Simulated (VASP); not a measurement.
Nb2PC, 8 atoms in the cell. Symmetry: P6_3/mmc, No. 194, hexagonal system. Conventional cell: a = 3.320 Å, b = 3.320 Å, c = 11.585 Å, α = 90.00°, β = 90.00°, γ = 120.00°. Nb (site symmetry 3m) is surrounded by 3 C at 2.24 Å. P (site symmetry -6m2) has 6 Nb at 2.59 Å as nearest neighbours. C (site symmetry -3m) has 6 Nb at 2.24 Å as nearest neighbours. The cell comes from a database or a generator and needn't be the stable form of this composition.

- Program: VASP 6.6.1
- Task: relaxation of cell and atoms
- Functional: r2SCAN
- Dispersion: D4
- Potentials or basis: VASP PAW PBE potentials, release 64 (Nb_sv, P, C)
- Cutoff: 600 eV
- k mesh: 9 × 9 × 3
- Occupations: gaussian, width 0.05 eV
- Spin: no spin polarisation
- Further INCAR settings: ALGO = Normal; EDIFF = 1e-06; IBRION = 2; EDIFFG = -0.01; NSW = 40; ISIF = 3

Potentials or basis: VASP PAW PBE potentials, release 64 (Nb_sv, P, C).

Command:

```sh
$ cat potpaw_PBE.64/Nb_sv/POTCAR potpaw_PBE.64/P/POTCAR potpaw_PBE.64/C/POTCAR > POTCAR
$ mpirun -np 1 vasp_std > vasp.out
```

Hardware: 1 thread of AMD EPYC 9R45 96-Core Processor (Zen 5), on a shared host.

Question: Estimate the wall time of this run.

Answer: Run time: 32 min on 1 thread of AMD EPYC 9R45 96-Core Processor (Zen 5), on a shared host, peak memory 0.34 GiB. Counts: scf iterations 72, k points 24, ion steps 7.
